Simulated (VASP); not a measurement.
Calculation: PBEsol GGA, VASP's PBE PAW potentials (set 64) (plane waves; VASP 6.6.1). Each cell was relaxed at this level.

Without a dispersion term in the relaxation, distances and binding between the weakly bound layers, chains or molecules are unreliable, and so is what depends on them.

Question: Which of these has an unstable (imaginary) mode at Γ?
A. Se, P3_121 (152)
B. TcN, P6_3/mmc (194)
C. NaCl, Fm-3m (225)
D. LuHg, Pm-3m (221)

Answer: B, TcN, P6_3/mmc (194). Its optical Γ-point modes are 174i, 99 (×2), 279, 448 (×2), 509 (×2), 643 cm⁻¹.
